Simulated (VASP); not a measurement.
OSZICAR of a VASP run on Ta2O5 (space group Pmmn):

**OSZICAR**
```
       N       E                     dE             d eps       ncg     rms          rms(c)
DAV:   1     0.902988725743E+03    0.90299E+03   -0.41789E+04 11904   0.555E+02
DAV:   2    -0.929404576602E+02   -0.99593E+03   -0.92863E+03 13264   0.207E+02
DAV:   3    -0.168841388930E+03   -0.75901E+02   -0.74386E+02 13756   0.566E+01
DAV:   4    -0.169467591512E+03   -0.62620E+00   -0.62585E+00 13472   0.486E+00
DAV:   5    -0.169470525721E+03   -0.29342E-02   -0.29341E-02 13728   0.324E-01    0.736E+01
DAV:   6    -0.143147170591E+03    0.26323E+02   -0.16009E+01 13440   0.182E+01    0.241E+01
DAV:   7    -0.142576353107E+03    0.57082E+00   -0.38721E+00 13112   0.487E+00    0.189E+01
DAV:   8    -0.142378308378E+03    0.19804E+00   -0.50719E-01 13224   0.280E+00    0.663E+00
DAV:   9    -0.142270748077E+03    0.10756E+00   -0.68579E-02 13110   0.104E+00    0.818E-01
DAV:  10    -0.142265559502E+03    0.51886E-02   -0.17590E-02 13528   0.375E-01    0.876E-01
DAV:  11    -0.142267106900E+03   -0.15474E-02   -0.13562E-03 12782   0.829E-02    0.695E-02
DAV:  12    -0.142267347730E+03   -0.24083E-03   -0.58654E-05 13624   0.246E-02    0.399E-02
DAV:  13    -0.142267568226E+03   -0.22050E-03   -0.45443E-05 12724   0.144E-02    0.474E-02
DAV:  14    -0.142267628748E+03   -0.60521E-04   -0.19808E-05 13480   0.108E-02    0.272E-02
DAV:  15    -0.142267637438E+03   -0.86898E-05   -0.41545E-06 12904   0.479E-03    0.337E-03
DAV:  16    -0.142267637933E+03   -0.49542E-06   -0.27942E-07 13664   0.125E-03    0.205E-03
DAV:  17    -0.142267638036E+03   -0.10306E-06   -0.36839E-08 11422   0.421E-04    0.273E-04
DAV:  18    -0.142267638075E+03   -0.39063E-07   -0.65514E-09 11520   0.227E-04
   1 F= -.14226764E+03 E0= -.14226764E+03  d E =-.814571E-60
 imaginary and real dielectric function
```

Which electronic solver shows in the log?

It is blocked Davidson (ALGO = Normal, or the opening steps of other solvers). The INCAR had ALGO = Normal.

Can the final energy be trusted as converged?

The calculation finished and met its thresholds. It stopped with EDIFF = 1E-7, NELM = 100 (PBEsol GGA, plane waves, VASP's PBE PAW potentials (set 64)). The dielectric response may not be converged in the k-mesh; for small gaps it tends to come out too large.

The structure comes from a computed database's Ta2O5 entry (Pmmn); how it stands against other phases isn't given here. It was relaxed first.
